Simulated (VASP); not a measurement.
Input:

```
MgSe
1.0
    0.00000     2.72800     2.72800
    2.72800     0.00000     2.72800
    2.72800     2.72800     0.00000
Mg Se
1 1
Direct
  0.00000   0.00000   0.00000
  0.50000   0.50000   0.50000
```

Method: PBE GGA with D3 dispersion (zero damping), VASP's PBE PAW potentials (set 64) (plane waves; VASP). Run with 520 eV cut-off, 9×9×9 Γ-centred mesh, tetrahedra with Blöchl corrections, potentials Mg Se.

Q: What does the run give for the energy per atom (σ→0)?

A: 
```json
{
  "energy per atom (σ→0)": "-4.025 eV/atom"
}
```

Total energies compare only between runs with the same potentials, cut-off and functional.

The compound is MgSe in the rock salt structure. It was relaxed first.
